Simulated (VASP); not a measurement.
Output of a VASP run:

### OSZICAR
```
       N       E                     dE             d eps       ncg     rms          rms(c)
DAV:   1     0.598650700376E+00    0.59865E+00   -0.38530E+03  3451   0.857E+02
DAV:   2    -0.577420476976E+01   -0.63729E+01   -0.58749E+01  3493   0.862E+01
DAV:   3    -0.579496824175E+01   -0.20763E-01   -0.20714E-01  3745   0.521E+00
DAV:   4    -0.579497709330E+01   -0.88515E-05   -0.88515E-05  3598   0.113E-01
DAV:   5    -0.579497710093E+01   -0.76309E-08   -0.75826E-08  3759   0.285E-03    0.948E-01
DAV:   6    -0.291615494924E+01    0.28788E+01   -0.11476E+00  3094   0.103E+01    0.757E-01
DAV:   7    -0.318839681126E+01   -0.27224E+00   -0.12347E-01  3080   0.392E+00    0.253E-01
DAV:   8    -0.320401908713E+01   -0.15622E-01   -0.21067E-02  3115   0.188E+00    0.640E-02
DAV:   9    -0.319582571124E+01    0.81934E-02   -0.17824E-03  3143   0.630E-01    0.652E-02
DAV:  10    -0.319871206042E+01   -0.28863E-02   -0.57913E-04  3178   0.276E-01    0.296E-02
DAV:  11    -0.319901711850E+01   -0.30506E-03   -0.19409E-04  3234   0.153E-01    0.182E-03
DAV:  12    -0.319901541094E+01    0.17076E-05   -0.47470E-06  3451   0.305E-02    0.134E-03
DAV:  13    -0.319901591548E+01   -0.50454E-06   -0.64815E-07  3213   0.951E-03
   1 F= -.31990159E+01 E0= -.31989772E+01  d E =-.319902E+01
       N       E                     dE             d eps       ncg     rms          rms(c)
DAV:   1    -0.319909402898E+01   -0.78618E-04   -0.23713E-03  3080   0.542E-01    0.619E-02
DAV:   2    -0.319901923627E+01    0.74793E-04   -0.14761E-04  3129   0.117E-01    0.237E-02
DAV:   3    -0.319901268876E+01    0.65475E-05   -0.38767E-05  3080   0.800E-02    0.243E-03
DAV:   4    -0.319901820330E+01   -0.55145E-05   -0.63574E-06  3080   0.349E-02    0.131E-03
DAV:   5    -0.319902083527E+01   -0.26320E-05   -0.82625E-07  3136   0.115E-02    0.375E-04
DAV:   6    -0.319902050307E+01    0.33220E-06   -0.23294E-08  1575   0.229E-03
   2 F= -.31990205E+01 E0= -.31989807E+01  d E =-.458759E-05
```

File OUTCAR:
```
------------------------ aborting loop because EDIFF is reached ----------------------------------------
  FORCE on cell =-STRESS in cart. coord.  units (eV):
  Direction    XX          YY          ZZ          XY          YZ          ZX
  --------------------------------------------------------------------------------------
  Total       -0.0047494     -0.0047494     -0.0047494      0.0000000     -0.0000000      0.0000000
  in kB       -1.0183004     -1.0183004     -1.0183004      0.0000000     -0.0000000      0.0000000
  external PRESSURE =      -1.0183004 kB  Pullay stress =       0.0000000 kB
  volume of cell :        7.47
      direct lattice vectors                 reciprocal lattice vectors
    -1.231604986  1.231604986  1.231604986     0.000000000  0.405974323  0.405974323
     1.231604986 -1.231604986  1.231604986     0.405974323  0.000000000  0.405974323
     1.231604986  1.231604986 -1.231604986     0.405974323  0.405974323  0.000000000
 POSITION                                       TOTAL-FORCE (eV/Angst)
 -----------------------------------------------------------------------------------
      0.00000      0.00000      0.00000         0.000000      0.000000      0.000000
 -----------------------------------------------------------------------------------
    total drift:                                0.000000      0.000000     -0.000000
  FREE ENERGIE OF THE ION-ELECTRON SYSTEM (eV)
  ---------------------------------------------------
  free  energy   TOTEN  =        -3.1990205031 eV

  energy  without entropy=       -3.1989009824  energy(sigma->0) =       -3.19898066

 reached required accuracy - stopping structural energy minimisation
```
(Selected blocks of OUTCAR.)

### POSCAR
```
O
1
   -1.2309207458     1.2309207458     1.2309207458
    1.2309207458    -1.2309207458     1.2309207458
    1.2309207458     1.2309207458    -1.2309207458
O
1
Direct
  0.0000000000   0.0000000000   0.0000000000
```

### Question
Reconstruct the remaining input files.

### Answer
One answer among several that fit: the input of the run itself, r2SCAN meta-GGA, plane waves, VASP's PBE PAW potentials (set 64).

**KPOINTS**
```
Automatic mesh
0
Gamma
19 19 19
0 0 0
```

**INCAR**
```
# general
SYSTEM =O
PREC   =Accurate
ENCUT  =520
LREAL  =F
LASPH  =T

# electronic loop
EDIFF  =1E-6
NELM   =100
ALGO   =Normal
LMIXTAU=T

# smearing
ISMEAR =1
SIGMA  =0.1

# functional
METAGGA=R2SCAN

# ions
IBRION =2
NSW    =60
ISIF   =3
EDIFFG =-0.01

# output
LWAVE  =F
LCHARG =F
```

POTCAR, in this order: O (PBE.64 set). Program: vasp_std.

The structure was generated: O was put into the bcc type (Im-3m), which need not be its known phase. This run relaxes it. Symmetry was kept, so distortions that lower it aren't found. The start is the result of an earlier pass.
